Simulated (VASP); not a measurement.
Input for VASP

**POSCAR**
```
LiF
1.0
  0.0000000000   1.8611800236   1.8611800236
  1.8611800236   0.0000000000   1.8611800236
  1.8611800236   1.8611800236   0.0000000000
Li F
1 1
direct
  0.0000000000   0.0000000000   0.0000000000
  0.5000000000   0.5000000000   0.5000000000
```

### KPOINTS
```
Regular mesh
0
Gamma
 12 12 12
```

### INCAR
```
! general
SYSTEM  = LiF
PREC    = Accurate
ENCUT   = 620   ! plane-wave cut-off (eV)
LREAL   = .FALSE.   ! projection in real space or not
LASPH   = .TRUE.

! electronic loop
EDIFF   = 1E-6   ! SCF stop (eV)
NELM    = 100
ALGO    = Normal   ! blocked Davidson

! smearing
ISMEAR  = 0
SIGMA   = 0.05

! functional
GGA     = PE

! ions
IBRION  = 2
NSW     = 40   ! most ionic steps
ISIF    = 3   ! ions, shape and volume
EDIFFG  = -0.02
PSTRESS = 450   ! kbar

! output
LWAVE   = .FALSE.
LCHARG  = .FALSE.
```

POTCAR, in this order: Li_sv F (PBE.64 set). Program: vasp_std.

Write an equivalent input for Ansatz.

One equivalent input (not run):
Ansatz 0.2 input:
```yaml
crystal:
  lattice:
    - [0.0000000, 1.8611800, 1.8611800]
    - [1.8611800, 0.0000000, 1.8611800]
    - [1.8611800, 1.8611800, 0.0000000]
  atoms:
    - { symbol: Li, position: [0.0000000, 0.0000000, 0.0000000] }
    - { symbol: F, position: [0.5000000, 0.5000000, 0.5000000] }
kpoints:
  mp_grid: { grid: [12, 12, 12] }
hamiltonian:
  xc: pbe
  pseudopotentials: { kind: paw }
scf:
  occupations: { method: gaussian, width: 0.05 }
  max_iter: 100
relax:
  max_steps: 40
  f_tol: 0.02
  cell: { p_target: 45 }
output: { forces: true, stress: true, eigenvalues: true }
```
Limits of the translation: each code has its own PAW files, so the cut-off isn't converted (ENCUT is set for VASP's; basis.ecutwfc is left out, and Ansatz then takes the one that its files recommend); Ansatz stops its SCF on the density residual and VASP on the energy change (EDIFF).

The compound is LiF in the rock salt structure. This run relaxes it under an external pressure of 45 GPa. Symmetry was kept, so distortions that lower it aren't found.
